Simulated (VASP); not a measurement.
Input:

```xyz
3
Lattice="1.7468 -3.0256 0.0000 1.7468 3.0256 0.0000 0.0000 0.0000 5.9187" Properties=species:S:1:pos:R:3 pbc="T T T"
Ti     0.0000     0.0000     0.0000
Se     1.7468     1.0085     1.5494
Se     1.7468    -1.0085     4.3693
```

These are vdW-DF-cx, VASP's PBE PAW potentials (set 64) (plane waves; VASP) values and carry that method's errors. Settings: 520 eV cut-off, 10×10×5 Γ-centred mesh, first-order Methfessel-Paxton smearing of 0.10 eV, potentials Ti_sv Se.

### Question
Predict the energy per atom (σ→0), band gap (on the k-mesh) with the smallest direct gap where there is one.

### Answer

```json
{
  "band gap (on the k-mesh)": "none (metal, semimetal or under 0.01 eV)",
  "energy per atom (σ→0)": "-4.212 eV/atom"
}
```

The compound is TiSe2 in the 1T layered structure. It was relaxed first.
